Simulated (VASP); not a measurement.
Method: PBEsol GGA, VASP's PBE PAW potentials (set 64) (plane waves; VASP 6.6.1).

A VASP calculation is set up with these files.

**KPOINTS**
```
Automatic
0
gamma
 15 15 15
```

POSCAR:
```
HfB
1
    0.0000000000     2.3950941715     2.3950941715
    2.3950941715     0.0000000000     2.3950941715
    2.3950941715     2.3950941715     0.0000000000
Hf B
1 1
Direct
  0.0000000000   0.0000000000   0.0000000000
  0.5000000000   0.5000000000   0.5000000000
```

**INCAR**
```
ALGO=Normal   # blocked Davidson
LORBIT=11
LWAVE=.False.
NEDOS=601
LMAXMIX=6
LASPH=.True.
LCHARG=.True.
SYSTEM=HfB
PREC=Accurate
ISMEAR=-5   # tetrahedra, Bloechl
ENCUT=520   # plane-wave cut-off (eV)
LREAL=.False.   # projection in real space or not
GGA=PS   # PBEsol
ISIF=2   # forces and stress, cell fixed
EDIFF=1E-7   # SCF stop (eV)
NELM=100
```

POTCAR, in this order: Hf_pv B (PBE.64 set). Program: vasp_std.

For a metal the tetrahedron method with Blöchl corrections gives inexact stress and forces. Unless said otherwise, spin-orbit coupling is left out, though it shifts the bands of the heavy elements here.

### Question
Estimate the energy per atom (σ→0), band gap (on the k-mesh).

### Answer

The energy per atom (σ→0) is -888.0 kJ/mol of atoms and the band gap (on the k-mesh) is none (metal, semimetal or under 0.01 eV).

File OSZICAR:
```
...
DAV:   7    -0.184273407182E+02    0.55927E-01   -0.77666E-01  2916   0.611E+00    0.963E+00
DAV:   8    -0.184075074685E+02    0.19833E-01   -0.10139E-01  2778   0.204E+00    0.721E-01
DAV:   9    -0.184073768398E+02    0.13063E-03   -0.22751E-03  2808   0.443E-01    0.192E-01
DAV:  10    -0.184073607343E+02    0.16105E-04   -0.65878E-05  2858   0.735E-02    0.172E-02
DAV:  11    -0.184073616376E+02   -0.90332E-06   -0.11867E-06  2932   0.101E-02    0.168E-02
DAV:  12    -0.184073621444E+02   -0.50680E-06   -0.79641E-07  2646   0.807E-03    0.262E-03
DAV:  13    -0.184073620918E+02    0.52648E-07   -0.10482E-08  1474   0.104E-03
   1 F= -.18407362E+02 E0= -.18407362E+02  d E =0.000000E+00
```

The structure was generated: HfB was put into the rock salt type (Fm-3m), which need not be its known phase. It was relaxed first, which changed the volume by -37 %. The electron count is odd and the run is not spin-polarised, which forces a metal.
